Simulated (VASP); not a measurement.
An input for Ansatz (written as the equivalent of a VASP run, and not itself run):

Ansatz 0.2 input:
```yaml
crystal:
  lattice:
    - [0.0000000, 2.6710629, 2.6710629]
    - [2.6710629, 0.0000000, 2.6710629]
    - [2.6710629, 2.6710629, 0.0000000]
  atoms:
    - { symbol: Si, position: [0.2500000, 0.2500000, 0.2500000] }
    - { symbol: Si, position: [0.7500000, 0.7500000, 0.7500000] }
    - { symbol: Ni, position: [0.0000000, 0.0000000, 0.0000000] }
kpoints:
  mp_grid: { grid: [10, 10, 10] }
hamiltonian:
  xc: pbe
  pseudopotentials: { kind: paw }
scf:
  occupations: { method: methfessel_paxton, width: 0.1 }
  max_iter: 100
output: { forces: true, stress: true, eigenvalues: true }
```

**Question.** Translate this input to VASP (INCAR, KPOINTS, POSCAR, choice of POTCAR).

**Answer.** One answer among several that fit: 
### POSCAR
```
NiSi2
3.7774530
  0.0000000000   0.7071068484   0.7071068484
  0.7071068484   0.0000000000   0.7071068484
  0.7071068484   0.7071068484   0.0000000000
Si Ni
2 1
Cartesian
  0.3535534242   0.3535534242   0.3535534242
  1.0606602726   1.0606602726   1.0606602726
  0.0000000000   0.0000000000   0.0000000000
```

### INCAR
```
SYSTEM = NiSi2
PREC = Accurate
ENCUT = 480
EDIFF = 1E-7
NELM = 100
ALGO = Normal
LREAL = .FALSE.
LASPH = .TRUE.
ISMEAR = 1
SIGMA = 0.1
GGA = PE
LMAXMIX = 4
LWAVE = .FALSE.
LCHARG = .FALSE.
ISIF = 2
```

### KPOINTS
```
kpoints
0
gamma
 10 10 10
0 0 0
```

POTCAR, in this order: Si Ni (PBE.64 set). Program: vasp_std.

The two are equivalent in intent, not identical: each code has its own PAW files, so the cut-off isn't converted (ENCUT is set for VASP's; basis.ecutwfc is left out, and Ansatz then takes the one that its files recommend); Ansatz stops its SCF on the density residual and VASP on the energy change (EDIFF).

The compound is NiSi2 in the fluorite structure. This cell was strained or had an atom moved on purpose.
